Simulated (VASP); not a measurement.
OSZICAR of a VASP run on Te:

### OSZICAR
```
       N       E                     dE             d eps       ncg     rms           ort
SDA:   1    -0.227995552596E+02   -0.22800E+02    0.00000E+00     8   0.457E-01   0.000E+00
CGA:   2    -0.228120725483E+02   -0.12517E-01   -0.12501E-01     8   0.112E-01   0.408E-03
SDA:   3    -0.228419510365E+02   -0.29878E-01   -0.29490E-01     8   0.147E+01   0.301E-02
CGA:   4    -0.230124808636E+02   -0.17053E+00   -0.28681E+00     8   0.143E+01   0.276E+00
CGA:   5    -0.230970550567E+02   -0.84574E-01   -0.26598E+00     8   0.122E+00   0.467E-01
CGA:   6    -0.231337714218E+02   -0.36716E-01   -0.36726E-01     8   0.289E-01  -0.393E-03
CGA:   7    -0.231453364424E+02   -0.11565E-01   -0.11559E-01     8   0.648E-02   0.618E-04
CGA:   8    -0.231479323937E+02   -0.25960E-02   -0.25960E-02     8   0.182E-02   0.395E-05
CGA:   9    -0.231486388458E+02   -0.70645E-03   -0.70774E-03     8   0.315E-03  -0.130E-04
CGA:  10    -0.231487548225E+02   -0.11598E-03   -0.11602E-03     8   0.630E-04  -0.592E-06
CGA:  11    -0.231487780488E+02   -0.23226E-04   -0.23130E-04     8   0.131E-04   0.206E-05
CGA:  12    -0.231487838933E+02   -0.58445E-05   -0.58595E-05     8   0.412E-05  -0.569E-07
CGA:  13    -0.231487859616E+02   -0.20683E-05   -0.21428E-05     8   0.161E-05  -0.248E-06
SDA:  14    -0.231487865288E+02   -0.56723E-06   -0.56531E-06     8   0.518E-06   0.440E-06
   1 F= -.23148787E+02 E0= -.23148787E+02  d E =-.927307E-13  mag=     2.0000
```

Which electronic solver shows in the log?

It is steepest descent (the opening step of the all-band solvers) and then all-band conjugate gradients (ALGO = All or Conjugate). The INCAR had ALGO = All.

How was spin treated?

Collinear spin (ISPIN = 2): the summary line carries one mag value, 2.00 μB in the cell.

Can the final energy be trusted as converged?

The run converged. It stopped with EDIFF = 1E-6, NELM = 200 (r2SCAN meta-GGA, plane waves, VASP's PBE PAW potentials (set 64)). The atom may not be in its lowest state.

The cell is a free atom in a box. The total moment is imposed (NUPDOWN), so this need not be the lowest spin state.
